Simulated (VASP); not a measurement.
Shape and ions are relaxed at each volume.

Energy against volume of Be (hcp). Calculation: PBE GGA with D4 dispersion, VASP's PBE PAW potentials (set 64) (plane waves; VASP).

| V (Å³/atom) | E (eV/atom) |
|---|---|
| 7.305 | -3.86756 |
| 7.539 | -3.87667 |
| 7.772 | -3.87950 |
| 8.005 | -3.87680 |
| 8.238 | -3.86925 |

Task: Fit a third-order Birch-Murnaghan equation of state.

Result: 
The volume per atom comes out as 7.77 Å³/atom and the bulk modulus is 1260 kbar. The pressure derivative of the bulk modulus is 3.33.

The compound is Be in the hcp structure. It was relaxed first.
